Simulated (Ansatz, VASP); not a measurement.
## GaSi4As in two plane-wave programs

Wanted: the spread between two codes on one cell, functional and k mesh. The cell is generated by rule, not measured, and may not be a known phase. The cell is taken from a series of runs on this material, whose earlier steps may have relaxed, scaled, displaced or heated it; both programs get it as it stands.

Method: plane waves, with VASP 6.6.1 beside it; relaxation of cell and atoms at PBEsol, in Ansatz 0.2.0.

### Step 1. The structure

The structure is orthorhombic, space group Imm2 (No. 44). The conventional cell has a = 3.891 Å, b = 3.891 Å, c = 16.510 Å, α = 90.00°, β = 90.00°, γ = 90.00°. Nearest to As lie 2 Si at 2.38 Å and 2 Ga at 2.38 Å. Ga has 2 As at 2.38 Å and 2 Si at 2.38 Å nearest. Nearest to Si lie 2 As at 2.38 Å and 2 Si at 2.38 Å. Si has 4 Si at 2.38 Å nearest. Si has 2 Si at 2.38 Å and 2 Ga at 2.38 Å nearest. Farther neighbours are not listed.

As a file:

```cif
data_structure
_symmetry_space_group_name_H-M 'P 1'
_symmetry_Int_Tables_number 1
_cell_length_a 3.8914
_cell_length_b 3.8914
_cell_length_c 8.7015
_cell_angle_alpha 102.921
_cell_angle_beta 77.079
_cell_angle_gamma 90.000
_cell_volume 125.01
loop_
_atom_site_label
_atom_site_type_symbol
_atom_site_fract_x
_atom_site_fract_y
_atom_site_fract_z
_atom_site_occupancy
As1 As 0.41667 0.08333 0.16667 1
Ga2 Ga 0.00000 0.00000 0.00000 1
Si3 Si 0.33333 0.66667 0.33333 1
Si4 Si 0.75000 0.75000 0.50000 1
Si5 Si 0.66667 0.33333 0.66667 1
Si6 Si 0.08333 0.41667 0.83333 1
```

### Step 2. VASP: relaxation of cell and atoms, PBEsol, pair 1

The relaxed volume is the usual yardstick between codes: in a stiff, nearly cubic crystal its relative difference is about their pressure difference at one cell divided by the bulk modulus.

Lines of VASP's logs that name or quote its potential files are left out, and so is its time.

INCAR reads:

```
SYSTEM = GaSi4As
PREC = Accurate
ENCUT = 500
EDIFF = 1E-07
NELM = 120
ISMEAR = 0
SIGMA = 0.1
LREAL = .FALSE.
ALGO = Normal
GGA = PS
NBANDS = 23
LORBIT = 11
LWAVE = .FALSE.
LCHARG = .FALSE.
ISIF = 3
IBRION = 2
NSW = 80
EDIFFG = -0.005
LASPH = .TRUE.
GGA_COMPAT = .FALSE.
NELMIN = 4
KPAR = 2
```

POSCAR reads:

```
GaSi4As
1.0
    2.7516700000      2.7516700000      0.0000000000
   -2.7516700000      2.7516700000      0.0000000000
    2.7516700000      0.0000000000      8.2550000000
As Ga Si
1 1 4
Direct
    0.4166665051      0.0833334949      0.1666669897
    0.0000000000      0.0000000000      0.0000000000
    0.3333334949      0.6666665051      0.3333330103
    0.7500000000      0.7500000000      0.5000000000
    0.6666665051      0.3333334949      0.6666669897
    0.0833334949      0.4166665051      0.8333330103
```

KPOINTS reads:

```
Automatic mesh
0
Gamma
6 6 6
0 0 0
```

Potentials, in the order of the species: As, Ga_d and Si (PBE family, release 64).

On the command line:

```sh
$ mpirun -np 2 vasp_std
```

Numbers of over 12 decimals in the logs are rounded to 6 here.

The log of the run:

```text
[banner, memory and clock lines left out]
running    2 mpi-ranks, on    1 nodes
 distrk:  each k-point on    1 cores,    2 groups
 distr:  one band on    1 cores,    1 groups

 POSCAR found type information on POSCAR AsGaSi
 POSCAR found :  3 types and       6 ions
|                                                                             |
|               ----> ADVICE to this user running VASP <----                  |
|                                                                             |
|     You enforced a specific xc type in the INCAR file but a different       |
|     [... a line on the potential file left out ...]
|     I HOPE YOU KNOW WHAT YOU ARE DOING!                                     |
|                                                                             |

 LDA part: xc-table for (Slater+PW92), standard interpolation
 POSCAR, INCAR and KPOINTS ok, starting setup
 FFT: planning ... GRIDC
 FFT: planning ... GRID_SOFT
 FFT: planning ... GRID
 WAVECAR not read
 entering main loop
       N       E                     dE             d eps       ncg     rms          rms(c)
DAV:   1     0.175611366806E+03    0.17561E+03   -0.14389E+04  2220   0.152E+03
DAV:   2    -0.117151845294E+02   -0.18733E+03   -0.17704E+03  2262   0.335E+02
DAV:   3    -0.315264355758E+02   -0.19811E+02   -0.19221E+02  2660   0.899E+01
DAV:   4    -0.321579704737E+02   -0.63153E+00   -0.62824E+00  2705   0.168E+01
DAV:   5    -0.321759019131E+02   -0.17931E-01   -0.17920E-01  2745   0.271E+00    0.745E+00
DAV:   6    -0.316244326008E+02    0.55147E+00   -0.57346E-01  3032   0.715E+00    0.437E+00
DAV:   7    -0.314647789196E+02    0.15965E+00   -0.60581E-01  2635   0.404E+00    0.824E-01
DAV:   8    -0.314582326644E+02    0.65463E-02   -0.96950E-02  2551   0.216E+00    0.421E-01
DAV:   9    -0.314583803127E+02   -0.14765E-03   -0.10862E-02  2615   0.685E-01    0.166E-01
DAV:  10    -0.314585370322E+02   -0.15672E-03   -0.15592E-03  2673   0.233E-01    0.924E-02
DAV:  11    -0.314585919711E+02   -0.54939E-04   -0.30669E-04  2814   0.101E-01    0.272E-02
DAV:  12    -0.314585939568E+02   -0.19856E-05   -0.64805E-05  2592   0.448E-02    0.190E-02
DAV:  13    -0.314585958588E+02   -0.19021E-05   -0.76463E-06  2907   0.154E-02    0.592E-03
DAV:  14    -0.314585953550E+02    0.50379E-06   -0.15667E-06  2714   0.881E-03    0.429E-03
DAV:  15    -0.314585954679E+02   -0.11287E-06   -0.41446E-07  2582   0.300E-03    0.128E-03
DAV:  16    -0.314585954653E+02    0.26612E-08   -0.46856E-08  1821   0.132E-03
   1 F= -.31458595E+02 E0= -.31456956E+02  d E =-.314586E+02
[... from here on, the cycles between the ionic steps are left out ...]
   2 F= -.31530521E+02 E0= -.31529073E+02  d E =-.719255E-01
   3 F= -.31539676E+02 E0= -.31538405E+02  d E =-.810806E-01
   4 F= -.31553733E+02 E0= -.31552525E+02  d E =-.140569E-01
   5 F= -.31554127E+02 E0= -.31552926E+02  d E =-.144510E-01
   6 F= -.31555823E+02 E0= -.31554593E+02  d E =-.169623E-02
   7 F= -.31556162E+02 E0= -.31554943E+02  d E =-.203470E-02
   8 F= -.31556161E+02 E0= -.31554942E+02  d E =-.203433E-02
   9 F= -.31556207E+02 E0= -.31554992E+02  d E =-.451794E-04
  10 F= -.31556209E+02 E0= -.31554997E+02  d E =-.478422E-04
  11 F= -.31556219E+02 E0= -.31555004E+02  d E =-.102769E-04
 trial-energy change:   -0.000010  1 .order   -0.000010   -0.000034    0.000014
 step:   0.8244(harm=  0.8046)  dis= 0.00022  next Energy=   -31.556222 (dE=-0.123E-04)
 bond charge predicted
       N       E                     dE             d eps       ncg     rms          rms(c)
DAV:   1    -0.315562251381E+02   -0.56482E-05   -0.11549E-04  2599   0.893E-02    0.126E-02
DAV:   2    -0.315562225800E+02    0.25581E-05   -0.87223E-06  2970   0.382E-02    0.685E-03
DAV:   3    -0.315562213008E+02    0.12792E-05   -0.15143E-06  3020   0.125E-02    0.138E-03
DAV:   4    -0.315562212240E+02    0.76734E-07   -0.27463E-07  2038   0.452E-03
  12 F= -.31556221E+02 E0= -.31555006E+02  d E =-.120016E-04
 curvature:  -0.55 expect dE=-0.692E-06 dE for cont linesearch -0.430E-08
 trial: gam= 0.02306 g(F)=  0.120E-05 g(S)=  0.520E-07 ort = 0.560E-06 (trialstep = 0.108E+01)
 search vector abs. value=  0.130E-05
 reached required accuracy - stopping structural energy minimisation
```

From OUTCAR (step 2):

```text
ion  position               nearest neighbor table
   1  0.417  0.083  0.167-   3 2.38   3 2.38   2 2.38   2 2.38
   2  0.000  0.000  0.000-   1 2.38   6 2.38   6 2.38   1 2.38
   3  0.333  0.667  0.333-   1 2.38   1 2.38   4 2.38   4 2.38
   4  0.750  0.750  0.500-   3 2.38   5 2.38   3 2.38   5 2.38
   5  0.667  0.333  0.667-   6 2.38   6 2.38   4 2.38   4 2.38
   6  0.083  0.417  0.833-   5 2.38   5 2.38   2 2.38   2 2.38

  LATTYP: Found a body centered tetragonal cell.
 ALAT       =     3.8914490332
 C/A-ratio  =     4.2426355476

 Subroutine GETGRP returns: Found  4 space group operations
 (whereof  4 operations were pure point group operations)

The static configuration has the point symmetry C_2v.

 Found     46 irreducible k-points:

   k-points           NKPTS =     46   k-points in BZ     NKDIM =     46   number of bands    NBANDS=     23

   dimension x,y,z NGX =    28 NGY =   28 NGZ =   64
   dimension x,y,z NGXF=    56 NGYF=   56 NGZF=  128

   ENCUT  =  500.0 eV  36.75 Ry    6.06 a.u.   7.10  7.10 15.86*2*pi/ulx,y,z

   NELECT =      34.0000    total number of electrons

 k-points in reciprocal lattice and weights: Automatic mesh
   0.00000000  0.00000000  0.00000000       0.005
   0.16666667  0.00000000  0.00000000       0.019
   0.00000000 -0.16666667  0.00000000       0.019
   0.33333333  0.00000000  0.00000000       0.019
   0.00000000 -0.33333333  0.00000000       0.019
   0.50000000  0.00000000  0.00000000       0.009
   0.00000000  0.50000000  0.00000000       0.009
   0.16666667  0.16666667  0.00000000       0.019
   0.33333333  0.16666667  0.00000000       0.037
[...]
-0.16666667  0.16666667  0.33333333       0.019
   0.00000000  0.00000000  0.50000000       0.005

 average (electrostatic) potential at core
       1 -49.3654       2 -64.5890       3 -84.4714       4 -83.8496       5 -83.7715
       6 -83.3512

 E-fermi :   5.4421

 k-point     1 :       0.0000    0.0000    0.0000
  band No.  band energies     occupation
    ...
     13       2.9010      2.00000
     14       2.9333      2.00000
     15       5.0248      2.00000
     16       5.0906      2.00000
     17       5.3831      1.59602
     18       5.5155      0.29900
     19       5.8701      0.00000
     20       6.7321      0.00000
     21       7.3533      0.00000
     22       7.6175      0.00000
    ...

 k-point     2 :       0.1667    0.0000    0.0000
  band No.  band energies     occupation
    ...
     13       2.4136      2.00000
     14       3.0806      2.00000
     15       3.3184      2.00000
     16       4.4044      2.00000
     17       5.4014      1.43553
     18       5.9349      0.00000
     19       6.4779      0.00000
     20       7.7528      0.00000
     21       7.8635      0.00000
     22       8.0968      0.00000
    ...

 k-point     3 :       0.0000   -0.1667    0.0000
  band No.  band energies     occupation
    ...
     13       2.4809      2.00000
     14       3.1389      2.00000
     15       3.6296      2.00000
     16       4.4246      2.00000
     17       4.9147      2.00000
     18       6.1055      0.00000
     19       6.8751      0.00000
     20       7.5180      0.00000
     21       7.7984      0.00000
     22       8.2130      0.00000
    ...

  Total        0.0003022      0.0003022      0.0021825      0.0008726      0.0000000      0.0000000
  in kB        0.0038517      0.0038517      0.0278208      0.0111238      0.0000000      0.0000000
  external PRESSURE =       0.0118414 kB  Pullay stress =       0.0000000 kB

  energy-cutoff  :      500.00
  volume of cell :      125.69
      direct lattice vectors                 reciprocal lattice vectors
     2.755949750  2.755949750 -0.000000000     0.181425659  0.181425659 -0.060696173
    -2.768119726  2.768119726  0.000000000    -0.180628025  0.180628025  0.060696173
     2.762034738 -0.006084988  8.237751622     0.000000000 -0.000000000  0.121392347

 POSITION                                       TOTAL-FORCE (eV/Angst)
 -----------------------------------------------------------------------------------
      1.37797      1.37797      1.40653        -0.000000      0.000000      0.002102
     -0.00608      2.76203      8.14248        -0.000000      0.000000      0.002437
     -0.00608      2.76203      2.82746         0.000000     -0.000000     -0.003336
      1.37189      4.14001      4.14874         0.000000     -0.000000     -0.000974
      2.75595      2.75595      5.48732         0.000000     -0.000000      0.000979
      1.37797      1.37797      6.81960        -0.000000     -0.000000     -0.001207
 -----------------------------------------------------------------------------------
    total drift:                                0.000147     -0.000038      0.000749

  FREE ENERGIE OF THE ION-ELECTRON SYSTEM (eV)
  ---------------------------------------------------
  free  energy   TOTEN  =       -31.5562212240 eV

  energy  without entropy=      -31.5537912307  energy(sigma->0) =      -31.55500623

 reached required accuracy - stopping structural energy minimisation

 total charge
# of ion       s       p       d       tot
------------------------------------------
    1        1.214   1.573   0.040   2.827
    2        0.910   0.886   9.981  11.777
    3        0.761   0.867   0.000   1.628
    4        0.754   0.930   0.000   1.684
    5        0.752   0.918   0.000   1.670
    6        0.758   0.941   0.000   1.699
--------------------------------------------------
tot          5.149   6.115  10.021  21.285

[... 3 further parts left out ...]
```

The gap is under twice the smearing width, so the edge states are partly filled and the run can't tell a small gap from a semimetal. The run keeps the 4 symmetry operations of its start, so it cannot find a distortion of lower symmetry.

(Continued in part 2 of 3.)

[Lines on the potential files, build, host, timing and source positions are cut from VASP's logs without a mark.]

[Logs are printed without paths, hosts, clocks, repeated set-up lines and the standing remarks that a program may print on its own settings, such as how far it seeks lower states.]

[Hosts, paths, dates, database ids (printed as entryN), source tags and the programs' standing remarks are cut or masked in the printed files.]
